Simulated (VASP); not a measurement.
Calculation: PBE GGA, VASP's PBE PAW potentials (set 64) (plane waves; VASP).

A VASP calculation is set up with these files.

### KPOINTS
```
Regular mesh
0
Gamma
  10 10 10
0 0 0
```

### INCAR
```
SYSTEM = Al2Au
PREC = Accurate
ENCUT = 300
EDIFF = 1E-6
NELM = 100
ALGO = Normal
LREAL = .FALSE.
LASPH = .TRUE.
ISMEAR = 0
SIGMA = 0.136
GGA = PE
LMAXMIX = 6
LWAVE = .FALSE.
LCHARG = .FALSE.
ISIF = 2
IBRION = 2
NSW = 50
EDIFFG = -0.005
```

File POSCAR:
```
Al2Au
1.0
  0.0000000000   3.0149450000   3.0149450000
  3.0149450000   0.0000000000   3.0149450000
  3.0149450000   3.0149450000   0.0000000000
Al Au
2 1
Direct
  0.2447450000   0.2529980000   0.2573090000
  0.7530500000   0.7499640000   0.7472370000
  0.0022050000  -0.0029620000  -0.0045470000
```

POTCAR, in this order: Al Au (PBE.64 set). Program: vasp_std.

The run wrote:

**OSZICAR**
```
       N       E                     dE             d eps       ncg     rms          rms(c)
DAV:   1     0.360191418624E+02    0.36019E+02   -0.51060E+03 13224   0.728E+02
DAV:   2    -0.121478465590E+02   -0.48167E+02   -0.44328E+02 14060   0.155E+02
DAV:   3    -0.132551451004E+02   -0.11073E+01   -0.10959E+01 15152   0.230E+01
DAV:   4    -0.132628483431E+02   -0.77032E-02   -0.76993E-02 13912   0.227E+00
DAV:   5    -0.132629507922E+02   -0.10245E-03   -0.10244E-03 15184   0.269E-01    0.891E+00
DAV:   6    -0.121211659753E+02    0.11418E+01   -0.63716E+00 13552   0.282E+01    0.415E+00
DAV:   7    -0.120499253510E+02    0.71241E-01   -0.28485E-01 12824   0.605E+00    0.190E+00
DAV:   8    -0.120228938851E+02    0.27031E-01   -0.25294E-02 14080   0.121E+00    0.413E-01
DAV:   9    -0.120217760370E+02    0.11178E-02   -0.36198E-03 13920   0.720E-01    0.187E-01
DAV:  10    -0.120219230163E+02   -0.14698E-03   -0.24537E-04 13124   0.121E-01    0.341E-02
DAV:  11    -0.120219182324E+02    0.47839E-05   -0.65973E-06 14776   0.209E-02    0.122E-02
DAV:  12    -0.120219200547E+02   -0.18224E-05   -0.35681E-06 12788   0.131E-02    0.322E-03
DAV:  13    -0.120219201646E+02   -0.10990E-06   -0.25898E-07  7444   0.509E-03
   1 F= -.12021920E+02 E0= -.12018408E+02  d E =-.120219E+02
       N       E                     dE             d eps       ncg     rms          rms(c)
DAV:   1    -0.120270375919E+02   -0.51175E-02   -0.12212E+00 12096   0.739E+00    0.846E-02
DAV:   2    -0.120280211593E+02   -0.98357E-03   -0.10903E-02 15164   0.978E-01    0.828E-02
DAV:   3    -0.120279516374E+02    0.69522E-04   -0.18253E-04 14048   0.119E-01    0.702E-02
DAV:   4    -0.120278334904E+02    0.11815E-03   -0.85084E-04 13372   0.203E-01    0.275E-02
DAV:   5    -0.120278148262E+02    0.18664E-04   -0.42619E-05 13716   0.513E-02    0.113E-02
DAV:   6    -0.120278121706E+02    0.26556E-05   -0.17028E-05 14272   0.283E-02    0.122E-03
DAV:   7    -0.120278121899E+02   -0.19289E-07   -0.25480E-07  6884   0.433E-03
   2 F= -.12027812E+02 E0= -.12024354E+02  d E =-.589203E-02
       N       E                     dE             d eps       ncg     rms          rms(c)
DAV:   1    -0.120289427168E+02   -0.11305E-02   -0.10318E+00 12096   0.679E+00    0.775E-02
DAV:   2    -0.120297740597E+02   -0.83134E-03   -0.92066E-03 15160   0.899E-01    0.761E-02
DAV:   3    -0.120297160581E+02    0.58002E-04   -0.15379E-04 14024   0.109E-01    0.647E-02
DAV:   4    -0.120296158852E+02    0.10017E-03   -0.72484E-04 13352   0.187E-01    0.255E-02
DAV:   5    -0.120296000028E+02    0.15882E-04   -0.35927E-05 13716   0.472E-02    0.105E-02
DAV:   6    -0.120295976741E+02    0.23287E-05   -0.14479E-05 14172   0.261E-02    0.106E-03
DAV:   7    -0.120295976974E+02   -0.23335E-07   -0.21236E-07  6868   0.396E-03
   3 F= -.12029598E+02 E0= -.12026168E+02  d E =-.767753E-02
       N       E                     dE             d eps       ncg     rms          rms(c)
DAV:   1    -0.120299304978E+02   -0.33282E-03   -0.15399E-02 12412   0.872E-01    0.197E-02
DAV:   2    -0.120299419256E+02   -0.11428E-04   -0.17379E-04 15180   0.124E-01    0.128E-02
DAV:   3    -0.120299390459E+02    0.28797E-05   -0.79235E-06 13852   0.218E-02    0.542E-03
DAV:   4    -0.120299388942E+02    0.15162E-06   -0.12530E-06  8704   0.893E-03
   4 F= -.12029939E+02 E0= -.12026517E+02  d E =-.341197E-03
       N       E                     dE             d eps       ncg     rms          rms(c)
DAV:   1    -0.120300861989E+02   -0.14715E-03   -0.25904E-02 12416   0.113E+00    0.257E-02
DAV:   2    -0.120301055746E+02   -0.19376E-04   -0.29165E-04 15196   0.161E-01    0.168E-02
DAV:   3    -0.120301008028E+02    0.47718E-05   -0.13396E-05 13924   0.284E-02    0.707E-03
DAV:   4    -0.120301005935E+02    0.20932E-06   -0.21033E-06 10032   0.116E-02
   5 F= -.12030101E+02 E0= -.12026683E+02  d E =-.502896E-03
       N       E                     dE             d eps       ncg     rms          rms(c)
DAV:   1    -0.120301005187E+02    0.28407E-06   -0.31697E-05 12576   0.399E-02    0.130E-03
DAV:   2    -0.120301005495E+02   -0.30781E-07   -0.32121E-07  7152   0.576E-03
   6 F= -.12030101E+02 E0= -.12026683E+02  d E =-.502852E-03
       N       E                     dE             d eps       ncg     rms          rms(c)
DAV:   1    -0.120301031625E+02   -0.26437E-05   -0.18041E-03 12220   0.284E-01    0.320E-03
DAV:   2    -0.120301046193E+02   -0.14568E-05   -0.16039E-05 15200   0.376E-02    0.313E-03
DAV:   3    -0.120301045214E+02    0.97844E-07   -0.24217E-07  6860   0.457E-03
   7 F= -.12030105E+02 E0= -.12026687E+02  d E =-.397192E-05
```

OUTCAR:
```
------------------------ aborting loop because EDIFF is reached ----------------------------------------
  FORCE on cell =-STRESS in cart. coord.  units (eV):
  Direction    XX          YY          ZZ          XY          YZ          ZX
  --------------------------------------------------------------------------------------
  Total        0.4425760      0.4425694      0.4425694     -0.0008703     -0.0002220      0.0006380
  in kB       12.9369016     12.9367075     12.9367082     -0.0254382     -0.0064894      0.0186483
  external PRESSURE =      12.9367724 kB  Pullay stress =       0.0000000 kB
  volume of cell :       54.81
      direct lattice vectors                 reciprocal lattice vectors
     0.000000000  3.014945000  3.014945000    -0.165840505  0.165840505  0.165840505
     3.014945000  0.000000000  3.014945000     0.165840505 -0.165840505  0.165840505
     3.014945000  3.014945000  0.000000000     0.165840505  0.165840505 -0.165840505
 POSITION                                       TOTAL-FORCE (eV/Angst)
 -----------------------------------------------------------------------------------
      1.50744      1.50746      1.50751         0.000041     -0.000122      0.000011
      4.52249      4.52250      4.52230        -0.000621     -0.000759      0.001024
      3.01490      3.01487      0.00008         0.000580      0.000881     -0.001035
 -----------------------------------------------------------------------------------
    total drift:                                0.000094      0.000341     -0.000455
  FREE ENERGIE OF THE ION-ELECTRON SYSTEM (eV)
  ---------------------------------------------------
  free  energy   TOTEN  =       -12.0301045214 eV

  energy  without entropy=      -12.0232688930  energy(sigma->0) =      -12.02668671

 reached required accuracy - stopping structural energy minimisation
```
(Selected blocks of OUTCAR.)

CONTCAR:
```
Al2Au
   1.00000000000000
     0.0000000000000000    3.0149450000000000    3.0149450000000000
     3.0149450000000000    0.0000000000000000    3.0149450000000000
     3.0149450000000000    3.0149450000000000    0.0000000000000000
  Al              Au
     2     1
Direct
     0.2500091257170510    0.2500032401162676    0.2499863303880646
     0.7499810839630183    0.7499799467401626    0.7500457181208867
     0.0000097903199308    0.0000168131435698    0.9999669514910441
```

OUTCAR:
```
 val. band max:        7.5645438306   @ k =  -0.2000  -0.2000  -0.3000

 cond. band min:       7.6692546658   @ k =   0.5000   0.0000   0.1000


 Fermi energy:         7.6094271857

 k-point     1 :       0.0000    0.0000    0.0000
  band No.  band energies     occupation
      1      -2.8192      2.00000
      2       1.1145      2.00000
      3       1.1145      2.00000
      4       1.1147      2.00000
      5       2.0566      2.00000
      6       2.0566      2.00000
      7       9.7605      0.00000
      8      10.5846      0.00000
      9      10.5847      0.00000
     10      10.5852      0.00000
     11      11.4720      0.00000
     12      11.4720      0.00000

 k-point     2 :       0.1000    0.0000    0.0000
  band No.  band energies     occupation
      1      -2.6895      2.00000
      2       1.0708      2.00000
      3       1.1471      2.00000
      4       1.1472      2.00000
      5       2.0504      2.00000
      6       2.0504      2.00000
      7       8.7000      0.00000
      8       9.9898      0.00000
      9      10.0634      0.00000
     10      10.0638      0.00000
     11      12.0255      0.00000
     12      12.0256      0.00000

 k-point     3 :       0.0000    0.1000    0.0000
  band No.  band energies     occupation
      1      -2.6895      2.00000
      2       1.0708      2.00000
      3       1.1470      2.00000
      4       1.1472      2.00000
      5       2.0504      2.00000
      6       2.0504      2.00000
      7       8.7001      0.00000
      8       9.9898      0.00000
      9      10.0633      0.00000
     10      10.0638      0.00000
     11      12.0255      0.00000
     12      12.0255      0.00000

 k-point     4 :       0.0000    0.0000    0.1000
  band No.  band energies     occupation
      1      -2.6895      2.00000
      2       1.0710      2.00000
      3       1.1470      2.00000
      4       1.1470      2.00000
      5       2.0504      2.00000
      6       2.0504      2.00000
...
```

At this cut-off the stress carries a Pulay error, which pulls relaxed volumes low. Unless said otherwise, spin-orbit coupling is left out, though it shifts the bands of the heavy elements here.

The structure comes from a computed database's Al2Au entry; how it stands against other phases isn't given here. In the starting cell atoms are displaced from their ideal sites. This run relaxes the ions in a fixed cell. The run is one of a series of settings (EDIFFG = -0.005, IBRION = 2, NSW = 50 against the base run), some of them coarse on purpose. The electron count is odd and the run is not spin-polarised, which forces a metal.
